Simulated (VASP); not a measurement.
```xyz
6
Lattice="3.1188 0.0000 0.0000 -1.5594 2.7010 0.0000 0.0000 0.0000 20.3138" Properties=species:S:1:pos:R:3 pbc="T T T"
Mo     1.5594     0.9003     2.9891
Mo     0.0000     1.8007    17.3248
S      0.0000     1.8007     4.5418
S      1.5594     0.9003    15.7721
S      1.5594     0.9003    18.8806
S      0.0000     1.8007     1.4333
```

All values below come from LDA (Ceperley-Alder, Perdew-Zunger), VASP's LDA PAW potentials (set 64) (plane waves; VASP). Numerical set-up: 400 eV cut-off, Gaussian smearing of 0.050 eV, potentials Mo_sv S.

The cell holds a wide vacuum, so values per volume refer to the whole cell.

Give the energies of bands 17 to 30 at the high-symmetry points, in eV from the valence-band maximum.

| band | Γ | M | K | A | L | H |
|---|---|---|---|---|---|---|
| 17 | -3.20 | -4.96 | -4.91 | -3.20 | -4.96 | -4.91 |
| 18 | -3.20 | -4.57 | -4.73 | -3.20 | -4.57 | -4.73 |
| 19 | -3.10 | -3.83 | -4.23 | -3.10 | -3.83 | -4.23 |
| 20 | -2.04 | -3.77 | -4.23 | -2.04 | -3.77 | -4.23 |
| 21 | -2.04 | -2.63 | -3.55 | -2.04 | -2.63 | -3.55 |
| 22 | -2.01 | -2.44 | -3.55 | -2.01 | -2.44 | -3.55 |
| 23 | -2.01 | -1.49 | -2.70 | -2.01 | -1.49 | -2.70 |
| 24 | -1.85 | -1.34 | -2.70 | -1.85 | -1.34 | -2.70 |
| 25 | -0.89 | -1.27 | -0.65 | -0.89 | -1.27 | -0.65 |
| 26 | 0.00 | -1.20 | -0.52 | 0.00 | -1.20 | -0.52 |
| 27 | 2.36 | 1.89 | 1.30 | 2.36 | 1.89 | 1.30 |
| 28 | 2.37 | 1.92 | 1.30 | 2.36 | 1.92 | 1.30 |
| 29 | 2.39 | 2.32 | 2.10 | 2.39 | 2.32 | 2.10 |
| 30 | 2.40 | 2.51 | 2.79 | 2.39 | 2.51 | 2.79 |

The gap is indirect, 1.13 eV, from the valence maximum at Γ to the conduction minimum at K-Γ at 0.44.

The cell is a sheet with vacuum, built from a database entry that may be metastable or hypothetical.
